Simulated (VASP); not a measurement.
# CaCuF3: structure and properties in VASP, part 4 of 6

Wanted: the relaxed cell of CaCuF3 and its properties. The cell is invented: it takes the structure of a Materials Project entry for KCaF3 (space group 221 there), with some of its atoms replaced by other elements, volume scaled by an estimate. It may not be a known or stable phase.

VASP 6.6.1, plane waves and PAW; the level of theory is named at each step.

So far, gap on the k-mesh (eV): step 2 (rough relaxation of the start cell) 0.496; step 3 (full relaxation (LAK)) 0.512; step 4 (second relaxation) 0.512; step 5 (density, ELF and potential (LAK)) 0.512.

### Step 7. Total and projected DOS (LAK)

Level of this step: LAK; plane waves and PAW (Cu, Ca_sv, F); invented cell (VASP).

Here the states are counted by energy and projected on the atoms. The mesh is finer than in the run before.

INCAR

```
SYSTEM = CaCuF3
PREC = Accurate
ENCUT = 520
EDIFF = 1E-06
NELM = 100
ISMEAR = -5
SIGMA = 0.05
LREAL = .FALSE.
ALGO = Normal
METAGGA = LAK
LASPH = .TRUE.
NBANDS = 36
LORBIT = 11
LWAVE = .FALSE.
LCHARG = .FALSE.
KPAR = 2
NEDOS = 2001
```

POSCAR

```
CaCuF3
1.0
    4.3479382084      0.0000000000      0.0000000000
    0.0000000000      4.3479382084      0.0000000000
    0.0000000000      0.0000000000      4.3479382084
Cu Ca F
1 1 3
Direct
    0.5000000000      0.5000000000      0.5000000000
    0.0000000000      0.0000000000      0.0000000000
    0.0000000000      0.5000000000      0.0000000000
    0.0000000000      0.0000000000      0.5000000000
    0.5000000000      0.0000000000      0.0000000000
```

KPOINTS

```
Automatic mesh
0
Gamma
8 8 8
0 0 0
```

Potentials, in the order of the species: Cu, Ca_sv and F (PBE family, release 64).

The run is started by

```sh
mpirun -np 2 vasp_std
```

The log of the run:

```text
[... set-up lines as in an earlier step ...]
 entering main loop
       N       E                     dE             d eps       ncg     rms          rms(c)
DAV:   1     0.484347888006E+03    0.48435E+03   -0.19969E+04  2520   0.133E+03
DAV:   2     0.277477910641E+02   -0.45660E+03   -0.41793E+03  2812   0.370E+02
DAV:   3    -0.210506175041E+02   -0.48798E+02   -0.47443E+02  2948   0.132E+02
DAV:   4    -0.231104808795E+02   -0.20599E+01   -0.20276E+01  4172   0.253E+01
DAV:   5    -0.231507893563E+02   -0.40308E-01   -0.40253E-01  2904   0.286E+00    0.188E+01
DAV:   6    -0.119121720858E+02    0.11239E+02   -0.16339E+02  3724   0.822E+01    0.177E+01
DAV:   7    -0.451541032513E+01    0.73968E+01   -0.16678E+01  3036   0.325E+01    0.859E+00
DAV:   8    -0.360144643768E+01    0.91396E+00   -0.81239E+00  3016   0.810E+01    0.167E+00
DAV:   9    -0.367424779945E+01   -0.72801E-01   -0.11335E+00  3088   0.587E+00    0.143E+00
DAV:  10    -0.362955193444E+01    0.44696E-01   -0.12132E-01  3604   0.336E+00    0.559E-01
DAV:  11    -0.362456578000E+01    0.49862E-02   -0.30389E-02  3552   0.135E+00    0.331E-01
DAV:  12    -0.362304892336E+01    0.15169E-02   -0.78142E-03  3544   0.935E-01    0.834E-02
DAV:  13    -0.362318755660E+01   -0.13863E-03   -0.10869E-03  2804   0.257E-01    0.405E-02
DAV:  14    -0.362312185978E+01    0.65697E-04   -0.13854E-04  3392   0.112E-01    0.127E-02
DAV:  15    -0.362313856115E+01   -0.16701E-04   -0.18865E-05  2916   0.320E-02    0.541E-03
DAV:  16    -0.362313627857E+01    0.22826E-05   -0.23906E-06  2504   0.167E-02    0.471E-03
DAV:  17    -0.362313389553E+01    0.23830E-05   -0.12138E-06  2212   0.135E-02    0.537E-04
DAV:  18    -0.362313398938E+01   -0.93847E-07   -0.34653E-07  1420   0.474E-03
   1 F= -.36231340E+01 E0= -.36231340E+01  d E =0.000000E+00
```

The job ended after 3.2 min (2 MPI ranks of AMD EPYC 7R43, shared host; peak memory 0.43 GiB).

From OUTCAR (step 7):

```text
   k-points           NKPTS =     35   k-points in BZ     NKDIM =     35   number of bands    NBANDS=     36

   NELECT =      42.0000    total number of electrons

 E-fermi :  -0.3822

 k-point     1 :       0.0000    0.0000    0.0000
  band No.  band energies     occupation
    ...
     17      -0.5642      2.00000
     18      -0.5642      2.00000
     19      -0.4909      2.00000
     20      -0.4909      2.00000
     21      -0.4909      2.00000
     22       0.1085      0.00000
     23       7.9698      0.00000
     24       7.9698      0.00000
     25       7.9698      0.00000
     26       8.6592      0.00000
    ...

  Total        0.0024765      0.0024765      0.0024765      0.0000000      0.0000000     -0.0000000
  in kB        0.0482731      0.0482731      0.0482731      0.0000000      0.0000000     -0.0000000
  external PRESSURE =       0.0482731 kB  Pullay stress =       0.0000000 kB

  FREE ENERGIE OF THE ION-ELECTRON SYSTEM (eV)
  ---------------------------------------------------
  free  energy   TOTEN  =        -3.6231339894 eV

  energy  without entropy=       -3.6231339894  energy(sigma->0) =       -3.62313399

[... 7 parts as in an earlier step ...]

[... 10 further parts left out ...]
```

Numbers from this step:

| Item | Value |
| --- | --- |
| SCF cycles | 18 |
| irreducible k-points | 35 |
| Fermi energy | -0.3822 eV |
| pressure | 0.004827 GPa |
| valence top at k | 0.5, 0, 0 |
| gap on the k-mesh | 0.4977 eV |
| least direct gap on the k-mesh | 0.5994 eV |

The density of states has structure finer than the step of the table below, so its rows give means over 1 eV, whole bins alone (the curve runs from -12.0 to 8.42 eV). Peaks (eV: height): total -2.6: 18.0, 0.0: 63.0; F p -3.2: 9.35, -2.9: 8.74, -2.6: 13.9; Cu d 0.0: 59.2; Cu s 2.5: 1.74; Cu p 7.2: 0.659, 7.9: 1.01.

States under -12.0 eV and over 8.4 eV are left out. Density of states against energy, zero at the valence-band top; means over each step; values in states/eV/cell:

| energy (eV) | total | F p | Cu d | Cu s | Cu p |
| --- | --- | --- | --- | --- | --- |
| -5 | 0 | 0 | 0 | 0 | 0 |
| -4 | 4.86 | 3.23 | 0.0132 | 0.0429 | 0.00902 |
| -3 | 11.7 | 8.59 | 0.0760 | 0.00913 | 0.0146 |
| -2 | 1.46 | 1.15 | 0.00713 | 3.1e-5 | 2.2e-4 |
| -1 | 0 | 0 | 0 | 0 | 0 |
| 0 | 10.00 | 0.148 | 9.42 | 0.00219 | 3.9e-4 |
| 1 | 0.207 | 0.0174 | 8.4e-4 | 0.0728 | 9.8e-4 |
| 2 | 1.43 | 0.188 | 0.00612 | 0.588 | 0.00382 |
| 3 | 0.358 | 0.0461 | 5.0e-4 | 0.160 | 2.8e-4 |
| 4 | 0 | 0 | 0 | 0 | 0 |
| 5 | 0.0830 | 0.00300 | 1.8e-4 | 7.7e-4 | 0.0144 |
| 6 | 1.30 | 0.0888 | 0.00381 | 0.0194 | 0.242 |
| 7 | 2.14 | 0.219 | 0.00786 | 0.0208 | 0.433 |

The gap on this mesh is 0.50 eV. In the top eV of the valence band the largest shares in the PAW spheres are Cu d 94 %. The rest lies in smaller channels or between the spheres.

### Step 8. Field gradients at the nuclei (LAK)

Field gradients probe how far the charge around each nucleus departs from cubic symmetry; LASPH keeps the non-spherical terms inside the spheres.

INCAR

```
SYSTEM = CaCuF3
PREC = Accurate
ENCUT = 520
EDIFF = 1E-07
NELM = 100
ISMEAR = -1
SIGMA = 0.05
LREAL = .FALSE.
ALGO = Normal
METAGGA = LAK
LASPH = .TRUE.
NBANDS = 27
LORBIT = 11
LWAVE = .FALSE.
LCHARG = .FALSE.
KPAR = 2
LEFG = .TRUE.
```

POSCAR is that of step 7.

KPOINTS

```
Automatic mesh
0
Gamma
5 5 5
0 0 0
```

The run is started by

```sh
mpirun -np 2 vasp_std
```

The log of the run:

```text
[... set-up lines as in an earlier step ...]
 entering main loop
       N       E                     dE             d eps       ncg     rms          rms(c)
[... 15 cycles as in an earlier step ...]
DAV:  16    -0.362293439359E+01    0.39266E-05   -0.14097E-05   823   0.326E-02    0.585E-03
DAV:  17    -0.362293402951E+01    0.36408E-06   -0.63819E-06   725   0.293E-02    0.592E-04
DAV:  18    -0.362293361768E+01    0.41183E-06   -0.26943E-07   459   0.395E-03    0.286E-04
DAV:  19    -0.362293380147E+01   -0.18379E-06   -0.18372E-08   318   0.151E-03    0.200E-04
DAV:  20    -0.362293380529E+01   -0.38235E-08   -0.12013E-08   318   0.152E-03
ion   1
     0.0000000    -0.0000000     0.0000000     0.0000000     0.0000000    -0.0000000
     0.0000464    -0.0000000     0.0000000     0.0000000     0.0000000    -0.0000000
     0.0000639    -0.0000000     0.0000000     0.0000000     0.0000000    -0.0000000
     0.0000880    -0.0000000     0.0000000     0.0000000     0.0000000    -0.0000000
     0.0001211    -0.0000000     0.0000000     0.0000000     0.0000000    -0.0000000

     0.0000000    -0.0000000    -0.0000000     0.0000000     0.0000000    -0.0000000
     0.0000464    -0.0000000    -0.0000000     0.0000000     0.0000000    -0.0000000
     0.0000639    -0.0000000    -0.0000000     0.0000000     0.0000000    -0.0000000
     0.0000880    -0.0000000    -0.0000000     0.0000000     0.0000000    -0.0000000
     0.0001211    -0.0000000    -0.0000000     0.0000000     0.0000000    -0.0000000

ion   2
     0.0000000    -0.0000000    -0.0000000    -0.0000000     0.0000000     0.0000000
     0.0000398    -0.0000000    -0.0000000    -0.0000000     0.0000000     0.0000000
     0.0000548    -0.0000000    -0.0000000    -0.0000000     0.0000000     0.0000000
     0.0000754    -0.0000000    -0.0000000    -0.0000000     0.0000000     0.0000000
     0.0001039    -0.0000000    -0.0000000    -0.0000000     0.0000000     0.0000000

     0.0000000    -0.0000000     0.0000000     0.0000000     0.0000000     0.0000000
     0.0000398    -0.0000000     0.0000000     0.0000000     0.0000000     0.0000000
     0.0000548    -0.0000000     0.0000000     0.0000000     0.0000000     0.0000000
     0.0000754    -0.0000000     0.0000000     0.0000000     0.0000000     0.0000000
     0.0001039    -0.0000000     0.0000000     0.0000000     0.0000000     0.0000000

ion   3
     0.0000000     0.0000000     0.0000000    -4.5879998     0.0000000    -7.9466488
     0.0000310     0.0000000     0.0000000    -4.5879998     0.0000000    -7.9466488
     0.0000427     0.0000000     0.0000000    -4.5879998     0.0000000    -7.9466487
     0.0000588     0.0000000     0.0000000    -4.5879997     0.0000000    -7.9466486
     0.0000810     0.0000000     0.0000000    -4.5879996     0.0000000    -7.9466484

     0.0000000     0.0000000     0.0000000   -15.6624313     0.0000000   -27.1281267
     0.0000310     0.0000000     0.0000000   -15.6624255     0.0000000   -27.1281168
     0.0000427     0.0000000     0.0000000   -15.6624218     0.0000000   -27.1281103
     0.0000588     0.0000000     0.0000000   -15.6624154     0.0000000   -27.1280992
     0.0000810     0.0000000     0.0000000   -15.6624047     0.0000000   -27.1280807

ion   4
     0.0000000    -0.0000000     0.0000000     9.1759997    -0.0000000    -0.0000000
     0.0000310    -0.0000000     0.0000000     9.1759996    -0.0000000    -0.0000000
     0.0000427    -0.0000000     0.0000000     9.1759996    -0.0000000    -0.0000000
     0.0000588    -0.0000000     0.0000000     9.1759994    -0.0000000    -0.0000000
     0.0000810    -0.0000000     0.0000000     9.1759992    -0.0000000    -0.0000000

     0.0000000    -0.0000000     0.0000000    31.3248625    -0.0000000    -0.0000000
     0.0000310    -0.0000000     0.0000000    31.3248511    -0.0000000    -0.0000000
     0.0000427    -0.0000000     0.0000000    31.3248436    -0.0000000    -0.0000000
     0.0000588    -0.0000000     0.0000000    31.3248308    -0.0000000    -0.0000000
     0.0000810    -0.0000000     0.0000000    31.3248094    -0.0000000    -0.0000000

ion   5
     0.0000000    -0.0000000    -0.0000000    -4.5879998     0.0000000     7.9466488
     0.0000310    -0.0000000    -0.0000000    -4.5879998     0.0000000     7.9466488
     0.0000427    -0.0000000    -0.0000000    -4.5879998     0.0000000     7.9466487
     0.0000588    -0.0000000    -0.0000000    -4.5879997     0.0000000     7.9466486
     0.0000810    -0.0000000    -0.0000000    -4.5879996     0.0000000     7.9466484

     0.0000000    -0.0000000    -0.0000000   -15.6624313     0.0000000    27.1281267
     0.0000310    -0.0000000    -0.0000000   -15.6624255     0.0000000    27.1281168
     0.0000427    -0.0000000    -0.0000000   -15.6624218     0.0000000    27.1281103
     0.0000588    -0.0000000    -0.0000000   -15.6624154     0.0000000    27.1280992
     0.0000810    -0.0000000    -0.0000000   -15.6624047     0.0000000    27.1280807

   1 F= -.36229338E+01 E0= -.36224502E+01  d E =-.967237E-03
```

The job ended after 71 s (2 MPI ranks; peak memory 0.32 GiB).

Parts of OUTCAR (step 8):

```text
   NELECT =      42.0000    total number of electrons

 E-fermi :  -0.0060

 k-point     1 :       0.0000    0.0000    0.0000
  band No.  band energies     occupation
    ...
     17      -0.5700      1.99997
     18      -0.5700      1.99997
     19      -0.4967      1.99989
     20      -0.4967      1.99989
     21      -0.4967      1.99989
     22       0.1076      0.18692
     23       7.9701      0.00000
     24       7.9701      0.00000
     25       7.9701      0.00000
     26       8.6584      0.00000
    ...

  Total       -0.0000290     -0.0000290     -0.0000290     -0.0000000     -0.0000000      0.0000000
  in kB       -0.0005659     -0.0005659     -0.0005659     -0.0000000     -0.0000000      0.0000000
  external PRESSURE =      -0.0005659 kB  Pullay stress =       0.0000000 kB

  FREE ENERGIE OF THE ION-ELECTRON SYSTEM (eV)
  ---------------------------------------------------
  free  energy   TOTEN  =        -3.6229338053 eV

  energy  without entropy=       -3.6219665681  energy(sigma->0) =       -3.62245019

 Electric field gradients after diagonalization (V/A^2)
 (convention: |V_zz| > |V_xx| > |V_yy|)
----------------------------------------------------------------------
 ion       V_xx      V_yy      V_zz     asymmetry (V_yy - V_xx)/ V_zz
----------------------------------------------------------------------
   1       0.000     0.000     0.000      -0.303
   2       0.000    -0.000    -0.000       1.094
   3      17.765    17.765   -35.529       0.000
   4      17.765    17.765   -35.529       0.000
   5      17.765    17.765   -35.529       0.000
----------------------------------------------------------------------

[... 10 parts as in an earlier step ...]

[... 8 further parts left out ...]
```

This step gave:

```
SCF cycles                     : 20
bands                          : 27
irreducible k-points           : 10
Fermi energy                   : -0.006 eV
pressure                       : -5.66e-5 GPa
valence top at k               : 0.4, 0, 0
gap on the k-mesh              : 0.5121 eV
least direct gap on the k-mesh : 0.6043 eV
```

Electric field gradients, by row:

| atom | Vxx (V/Å²) | Vyy (V/Å²) | Vzz (V/Å²) | asymmetry |
| --- | --- | --- | --- | --- |
| Cu1 | 0 | 0 | 0 | - |
| Ca2 | 0 | 0 | 0 | - |
| F3 | 17.77 | 17.77 | -35.53 | 0 |
| F4 | 17.77 | 17.77 | -35.53 | 0 |
| F5 | 17.77 | 17.77 | -35.53 | 0 |

The largest gradient, -35.53 V/Å², sits on F3 and like sites; the stable nuclei of F have no quadrupole moment in their ground state, so NMR and NQR don't see it.

### Step 9. Volume scan with LAK, volume scale 0.94

An equation of state needs energies on both sides of the minimum, all on one mesh and cutoff.

INCAR: that of step 8 with these lines changed.

```diff
@@ -3,3 +3,3 @@
 ENCUT = 520
-EDIFF = 1E-07
+EDIFF = 1E-06
 NELM = 100
@@ -16,2 +16,2 @@
 KPAR = 2
-LEFG = .TRUE.
+ISIF = 2
```

POSCAR: that of step 8 with these lines changed.

```diff
@@ -2,5 +2,5 @@
 1.0
-    4.3479382084      0.0000000000      0.0000000000
-    0.0000000000      4.3479382084      0.0000000000
-    0.0000000000      0.0000000000      4.3479382084
+    4.2591798705      0.0000000000      0.0000000000
+    0.0000000000      4.2591798705      0.0000000000
+    0.0000000000      0.0000000000      4.2591798705
 Cu Ca F
```

KPOINTS is that of step 8.

The run is started by

```sh
mpirun -np 2 vasp_std
```

The log of the run:

```text
[... set-up lines as in an earlier step ...]
 entering main loop
       N       E                     dE             d eps       ncg     rms          rms(c)
DAV:   1     0.521125958797E+03    0.52113E+03   -0.21479E+04   540   0.182E+03
DAV:   2     0.386617437216E+02   -0.48246E+03   -0.46454E+03   609   0.465E+02
DAV:   3    -0.210397893505E+02   -0.59702E+02   -0.58804E+02   709   0.179E+02
DAV:   4    -0.234304817350E+02   -0.23907E+01   -0.23780E+01   936   0.331E+01
DAV:   5    -0.235141084086E+02   -0.83627E-01   -0.83521E-01   711   0.471E+00    0.190E+01
DAV:   6    -0.120932066864E+02    0.11421E+02   -0.18671E+02   756   0.114E+02    0.173E+01
DAV:   7    -0.439176680034E+01    0.77014E+01   -0.17973E+01   629   0.415E+01    0.881E+00
DAV:   8    -0.351051200705E+01    0.88125E+00   -0.12878E+01   639   0.115E+02    0.168E+00
DAV:   9    -0.359191736516E+01   -0.81405E-01   -0.15703E+00   648   0.844E+00    0.152E+00
DAV:  10    -0.354395731782E+01    0.47960E-01   -0.39079E-01   881   0.629E+00    0.445E-01
DAV:  11    -0.354083497233E+01    0.31223E-02   -0.23765E-02   784   0.171E+00    0.230E-01
DAV:  12    -0.354054262460E+01    0.29235E-03   -0.52187E-03   664   0.688E-01    0.835E-02
DAV:  13    -0.354103962465E+01   -0.49700E-03   -0.14751E-03   707   0.400E-01    0.555E-02
DAV:  14    -0.354098583105E+01    0.53794E-04   -0.35762E-04   821   0.223E-01    0.173E-02
DAV:  15    -0.354102063947E+01   -0.34808E-04   -0.29954E-05   807   0.384E-02    0.662E-03
DAV:  16    -0.354102423421E+01   -0.35947E-05   -0.12392E-05   442   0.395E-02    0.290E-03
DAV:  17    -0.354102044833E+01    0.37859E-05   -0.21509E-06   416   0.191E-02    0.103E-03
DAV:  18    -0.354102194003E+01   -0.14917E-05   -0.22929E-07   315   0.744E-03    0.411E-04
DAV:  19    -0.354102237587E+01   -0.43584E-06   -0.10171E-07   312   0.320E-03
   1 F= -.35410224E+01 E0= -.35404385E+01  d E =-.116778E-02
```

The job ended after 60 s (2 MPI ranks; peak memory 0.33 GiB).

From OUTCAR (step 9):

```text
   ENCUT  =  520.0 eV  38.22 Ry    6.18 a.u.   7.92  7.92  7.92*2*pi/ulx,y,z

   NELECT =      42.0000    total number of electrons

 E-fermi :   0.4246

 k-point     1 :       0.0000    0.0000    0.0000
  band No.  band energies     occupation
    ...
     17      -0.1512      1.99998
     18      -0.1512      1.99998
     19      -0.0634      1.99988
     20      -0.0634      1.99988
     21      -0.0634      1.99988
     22       0.5253      0.23537
     23       8.5300      0.00000
     24       8.5300      0.00000
     25       8.5300      0.00000
     26       9.3931      0.00000
    ...

  Total        2.1945024      2.1945024      2.1945024      0.0000000     -0.0000000      0.0000000
  in kB       45.5060035     45.5060035     45.5060035      0.0000000     -0.0000000      0.0000000
  external PRESSURE =      45.5060035 kB  Pullay stress =       0.0000000 kB

 POSITION                                       TOTAL-FORCE (eV/Angst)
 -----------------------------------------------------------------------------------
      2.12959      2.12959      2.12959         0.000000      0.000000      0.000000
      0.00000      0.00000      0.00000         0.000000      0.000000      0.000000
      0.00000      2.12959      0.00000         0.000000      0.000000      0.000000
      0.00000      0.00000      2.12959         0.000000      0.000000      0.000000
      2.12959      0.00000      0.00000         0.000000      0.000000      0.000000
 -----------------------------------------------------------------------------------
    total drift:                                0.000000      0.000000     -0.000000

  FREE ENERGIE OF THE ION-ELECTRON SYSTEM (eV)
  ---------------------------------------------------
  free  energy   TOTEN  =        -3.5410223759 eV

  energy  without entropy=       -3.5398545983  energy(sigma->0) =       -3.54043849

[... 4 parts as in an earlier step ...]

[... 12 further parts left out ...]
```

The scan keeps the cell's shape and the fractional positions fixed.

This step gave:

* SCF cycles: 19
* free energy (TOTEN): -3.541 eV
* energy at zero smearing: -3.540 eV
* Fermi energy: 0.4246 eV
* pressure: 4.551 GPa
* gap on the k-mesh: 0.482 eV
* least direct gap on the k-mesh: 0.5887 eV

The pressure here is 4.55 GPa.

[end of part 4 of 6]

[Lines on the potential files, build, host, timing and source positions are cut from VASP's logs without a mark.]

[Logs are printed without paths, hosts, clocks, repeated set-up lines and the standing remarks that a program may print on its own settings, such as how far it seeks lower states.]

[Hosts, paths, dates, database ids (printed as entryN), source tags and the programs' standing remarks are cut or masked in the printed files.]

[A measured line is paired with the nearest computed mode of its activity, which favours agreement.]
